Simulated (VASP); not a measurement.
The system is NiRu.

```xyz
2
Lattice="2.6218 0.0000 0.0000 0.0000 2.6218 0.0000 0.0000 0.0000 3.5656" Properties=species:S:1:pos:R:3 pbc="T T T"
Ni    0.0000    0.0000    0.0000
Ru    1.3109    1.3109    1.7828
```

The cell was built by a generator and needn't be a form met in nature.

- Program: VASP 6.6.1
- Task: relaxation of cell and atoms
- Functional: PBE
- Potentials or basis: VASP PAW PBE potentials, release 64 (Ni, Ru_pv)
- Cutoff: 600 eV
- k mesh: 16 × 16 × 12
- Occupations: gaussian, width 0.1 eV
- Spin: no spin polarisation

At the start: pressure 2.6 GPa; volume 12.25 Å³/atom.

**Question.** Where does the relaxation end?

**Answer.** Over 7 steps the energy falls by 6.7 meV/atom and the volume is 12.37 Å³/atom (+0.9 %); space group P4/mmm (No. 123, to 0.05 Å).

The path:
```
step  energy change (eV)  largest force (eV/Å)  pressure (GPa)  volume (Å³)
   1              0.0000                0.0000            2.60        24.51
   2             -0.0033                0.0000           -4.71        25.22
   3             -0.0061                0.0000           -1.37        24.93
   4             -0.0127                0.0000           -0.42        24.80
   5             -0.0135                0.0000            0.07        24.76
   6             -0.0135                0.0000            0.14        24.74
   7             -0.0135                0.0000            0.08        24.74
```

Final structure:
```yaml
crystal:
  lattice:
    - [2.59417, 0.00000, 0.00000]
    - [0.00000, 2.59417, 0.00000]
    - [0.00000, 0.00000, 3.67622]
  atoms:
    - { symbol: Ni, position: [0.00000, 0.00000, 0.00000] }
    - { symbol: Ru, position: [0.50000, 0.50000, 0.50000] }
```
